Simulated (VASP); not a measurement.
These are PBEsol GGA, VASP's PBE PAW potentials (set 64) (plane waves; VASP) values and carry that method's errors.

VASP ran on this input.

**KPOINTS**
```
K-points
0
Gamma
8 8 5
0 0 0
```

POSCAR:
```
MnS
1.0
  3.8991378978  -0.0000000113   0.0000000000
 -1.9495684685   3.3767519453   0.0000000000
  0.0000000000   0.0000000000   6.3660464226
Mn S
2 2
Cartesian
  1.9495710586   1.1255828486   0.0039814337
 -0.0000016293   2.2511690854   3.1870046450
  1.9495710586   1.1255828486   3.9760707898
 -0.0000016293   2.2511690854   0.7930475785
```

INCAR:
```
! general
SYSTEM =MnS
PREC   =Accurate
ENCUT  =400
LREAL  =.FALSE.
LASPH  =.TRUE.

! electronic loop
EDIFF  =1E-6
NELM   =100
ALGO   =Normal
LMAXMIX=4

! smearing
ISMEAR =1
SIGMA  =0.1

! functional
GGA    =PS

! spin
ISPIN  =2
MAGMOM =2*4.0 2*0.0

! ions
IBRION =2
NSW    =60
ISIF   =3
EDIFFG =-0.02

! output
LWAVE  =.FALSE.
LCHARG =.FALSE.
LORBIT =10
```

POTCAR, in this order: Mn_pv S (PBE.64 set). Program: vasp_std.

Output of the run:

File OSZICAR:
```
       N       E                     dE             d eps       ncg     rms          rms(c)
DAV:   1     0.316955379912E+03    0.31696E+03   -0.18939E+04  3672   0.124E+03
DAV:   2    -0.744645706087E+01   -0.32440E+03   -0.31098E+03  3398   0.360E+02
DAV:   3    -0.313051322552E+02   -0.23859E+02   -0.23323E+02  3699   0.102E+02
DAV:   4    -0.319541727753E+02   -0.64904E+00   -0.64504E+00  3701   0.169E+01
DAV:   5    -0.319686823749E+02   -0.14510E-01   -0.14502E-01  3858   0.277E+00    0.158E+01
DAV:   6    -0.297193408108E+02    0.22493E+01   -0.22635E+01  3654   0.453E+01    0.151E+01
DAV:   7    -0.295234453510E+02    0.19590E+00   -0.28870E+00  3444   0.191E+01    0.893E+00
DAV:   8    -0.295412730094E+02   -0.17828E-01   -0.18603E-01  4051   0.301E+00    0.503E+00
DAV:   9    -0.295225742198E+02    0.18699E-01   -0.92109E-02  3635   0.225E+00    0.112E+00
DAV:  10    -0.295324233410E+02   -0.98491E-02   -0.20139E-02  3535   0.119E+00    0.303E-01
DAV:  11    -0.295332958263E+02   -0.87249E-03   -0.25798E-03  3548   0.345E-01    0.140E-01
DAV:  12    -0.295334295991E+02   -0.13377E-03   -0.36088E-04  3763   0.104E-01    0.107E-01
DAV:  13    -0.295334422000E+02   -0.12601E-04   -0.42970E-05  3710   0.491E-02    0.812E-02
DAV:  14    -0.295334789861E+02   -0.36786E-04   -0.26386E-05  3462   0.347E-02    0.235E-02
DAV:  15    -0.295334836327E+02   -0.46466E-05   -0.65117E-06  3473   0.169E-02    0.563E-03
DAV:  16    -0.295334839939E+02   -0.36122E-06   -0.61071E-07  2087   0.682E-03
   1 F= -.29533484E+02 E0= -.29533326E+02  d E =-.295335E+02  mag=     9.7644
       N       E                     dE             d eps       ncg     rms          rms(c)
DAV:   1    -0.295884629981E+02   -0.54979E-01   -0.92668E-01  3378   0.108E+01    0.230E+00
DAV:   2    -0.295374464031E+02    0.51017E-01   -0.23021E-01  3405   0.623E+00    0.214E+00
DAV:   3    -0.295370808455E+02    0.36556E-03   -0.86794E-03  3414   0.941E-01    0.413E-01
DAV:   4    -0.295354071852E+02    0.16737E-02   -0.65604E-03  3622   0.529E-01    0.255E-01
DAV:   5    -0.295351156914E+02    0.29149E-03   -0.10181E-03  3541   0.286E-01    0.171E-01
DAV:   6    -0.295350424902E+02    0.73201E-04   -0.11753E-04  3649   0.780E-02    0.708E-02
DAV:   7    -0.295350377485E+02    0.47417E-05   -0.24741E-05  3680   0.391E-02    0.196E-02
DAV:   8    -0.295350382143E+02   -0.46580E-06   -0.70303E-06  3542   0.191E-02
   2 F= -.29535038E+02 E0= -.29535055E+02  d E =-.155422E-02  mag=     9.7952
       N       E                     dE             d eps       ncg     rms          rms(c)
DAV:   1    -0.295350619694E+02   -0.24221E-04   -0.41451E-04  3420   0.230E-01    0.477E-02
DAV:   2    -0.295350382201E+02    0.23749E-04   -0.10086E-04  3444   0.128E-01    0.437E-02
DAV:   3    -0.295350387272E+02   -0.50709E-06   -0.37564E-06  3354   0.196E-02
   3 F= -.29535039E+02 E0= -.29535059E+02  d E =-.155473E-02  mag=     9.7957
       N       E                     dE             d eps       ncg     rms          rms(c)
DAV:   1    -0.295348141554E+02    0.22406E-03   -0.31839E-02  4371   0.380E+00    0.201E-01
DAV:   2    -0.295353648204E+02   -0.55066E-03   -0.87157E-03  3431   0.801E-01    0.121E-01
DAV:   3    -0.295353085216E+02    0.56299E-04   -0.32797E-04  3784   0.176E-01    0.581E-02
DAV:   4    -0.295352484836E+02    0.60038E-04   -0.67585E-05  4395   0.838E-02    0.242E-02
DAV:   5    -0.295352457131E+02    0.27704E-05   -0.19476E-05  3610   0.323E-02    0.122E-02
DAV:   6    -0.295352458835E+02   -0.17040E-06   -0.11043E-06  1952   0.123E-02
   4 F= -.29535246E+02 E0= -.29535256E+02  d E =-.207156E-03  mag=     9.7948
       N       E                     dE             d eps       ncg     rms          rms(c)
DAV:   1    -0.295317711922E+02    0.34745E-02   -0.28727E-01  4368   0.114E+01    0.603E-01
DAV:   2    -0.295367365407E+02   -0.49653E-02   -0.77957E-02  3422   0.240E+00    0.358E-01
DAV:   3    -0.295362406639E+02    0.49588E-03   -0.29351E-03  3792   0.514E-01    0.173E-01
DAV:   4    -0.295357020358E+02    0.53863E-03   -0.57921E-04  4427   0.240E-01    0.726E-02
DAV:   5    -0.295356707802E+02    0.31256E-04   -0.16699E-04  3576   0.954E-02    0.362E-02
DAV:   6    -0.295356716273E+02   -0.84707E-06   -0.11492E-05  3824   0.371E-02    0.192E-02
DAV:   7    -0.295356723400E+02   -0.71277E-06   -0.28164E-06  3364   0.119E-02
   5 F= -.29535672E+02 E0= -.29535655E+02  d E =-.633613E-03  mag=     9.7926
       N       E                     dE             d eps       ncg     rms          rms(c)
DAV:   1    -0.295204206288E+02    0.15251E-01   -0.11566E+00  4371   0.230E+01    0.121E+00
DAV:   2    -0.295400066979E+02   -0.19586E-01   -0.30970E-01  3404   0.480E+00    0.710E-01
DAV:   3    -0.295379600609E+02    0.20466E-02   -0.11641E-02  3786   0.103E+00    0.345E-01
DAV:   4    -0.295357984847E+02    0.21616E-02   -0.23479E-03  4379   0.475E-01    0.145E-01
DAV:   5    -0.295356752002E+02    0.12328E-03   -0.65031E-04  3580   0.189E-01    0.723E-02
DAV:   6    -0.295356775319E+02   -0.23317E-05   -0.46480E-05  3826   0.749E-02    0.384E-02
DAV:   7    -0.295356792815E+02   -0.17496E-05   -0.11272E-05  3728   0.242E-02    0.160E-02
DAV:   8    -0.295356802525E+02   -0.97094E-06   -0.83967E-07  1830   0.766E-03
   6 F= -.29535680E+02 E0= -.29535607E+02  d E =-.641525E-03  mag=     9.7880
       N       E                     dE             d eps       ncg     rms          rms(c)
DAV:   1    -0.295320197910E+02    0.36595E-02   -0.28005E-01  4389   0.112E+01    0.599E-01
DAV:   2    -0.295368897179E+02   -0.48699E-02   -0.77098E-02  3384   0.238E+00    0.363E-01
DAV:   3    -0.295363990210E+02    0.49070E-03   -0.29126E-03  3815   0.507E-01    0.171E-01
DAV:   4    -0.295358650359E+02    0.53399E-03   -0.55682E-04  4409   0.237E-01    0.717E-02
DAV:   5    -0.295358288441E+02    0.36192E-04   -0.16531E-04  3580   0.939E-02    0.359E-02
DAV:   6    -0.295358283913E+02    0.45285E-06   -0.11575E-05  3831   0.365E-02    0.190E-02
DAV:   7    -0.295358280592E+02    0.33205E-06   -0.27272E-06  3329   0.117E-02
   7 F= -.29535828E+02 E0= -.29535783E+02  d E =-.789332E-03  mag=     9.7902
```

### OUTCAR
```
------------------------ aborting loop because EDIFF is reached ----------------------------------------
  FORCE on cell =-STRESS in cart. coord.  units (eV):
  Direction    XX          YY          ZZ          XY          YZ          ZX
  --------------------------------------------------------------------------------------
  Total       -0.0423231     -0.0423231      0.0543780     -0.0000000      0.0000000      0.0000000
  in kB       -0.8017882     -0.8017880      1.0301623     -0.0000001      0.0000000      0.0000000
  external PRESSURE =      -0.1911380 kB  Pullay stress =       0.0000000 kB
  volume of cell :       84.57
      direct lattice vectors                 reciprocal lattice vectors
     3.928970915 -0.000000007 -0.000000000     0.254519573  0.146946931 -0.000000000
    -1.964484970  3.402588082  0.000000000     0.000000001  0.293893935 -0.000000000
     0.000000000  0.000000000  6.326160968     0.000000000 -0.000000000  0.158073752
 POSITION                                       TOTAL-FORCE (eV/Angst)
 -----------------------------------------------------------------------------------
      1.96449      1.13419      0.01344        -0.000000      0.000000      0.017268
     -0.00000      2.26839      3.17652         0.000000     -0.000000      0.017268
      1.96449      1.13419      3.94167         0.000000     -0.000000     -0.017268
     -0.00000      2.26839      0.77859        -0.000000      0.000000     -0.017268
 -----------------------------------------------------------------------------------
    total drift:                                0.000485     -0.000278      0.004668
  FREE ENERGIE OF THE ION-ELECTRON SYSTEM (eV)
  ---------------------------------------------------
  free  energy   TOTEN  =       -29.5358280592 eV

  energy  without entropy=      -29.5356927800  energy(sigma->0) =      -29.53578297

 total charge

# of ion       s       p       d       tot
------------------------------------------
    1        0.271   6.231   4.916  11.418
    2        0.271   6.231   4.916  11.418
    3        1.310   2.434   0.000   3.744
    4        1.310   2.434   0.000   3.744
--------------------------------------------------
tot          3.162  17.330   9.832  30.325

 magnetization (x)

# of ion       s       p       d       tot
------------------------------------------
    1        0.049   0.072   4.161   4.281
    2        0.049   0.072   4.161   4.281
    3        0.011   0.077   0.000   0.088
    4        0.011   0.077   0.000   0.088
--------------------------------------------------
tot          0.119   0.300   8.321   8.740

 reached required accuracy - stopping structural energy minimisation
```
(Selected blocks of OUTCAR.)

CONTCAR:
```
MnS
   1.00000000000000
     3.9289709151364440   -0.0000000072220238   -0.0000000000000000
    -1.9644849698860882    3.4025880819054555    0.0000000000000000
     0.0000000000000000    0.0000000000000000    6.3261609684706164
  Mn              S
     2     2
Direct
     0.6666669999999968    0.3333330000000032    0.0021251727498975
     0.3333330000000032    0.6666669999999968    0.5021251727498975
     0.6666669999999968    0.3333330000000032    0.6230748272501020
     0.3333330000000032    0.6666669999999968    0.1230748272501020
```

The moments were started parallel, and other spin orders were not tried in this run.

The structure was generated: MnS was put into the wurtzite type (P6_3mc), which need not be its known phase. This run relaxes it. Symmetry was kept, so distortions that lower it aren't found. The start is the result of an earlier pass.
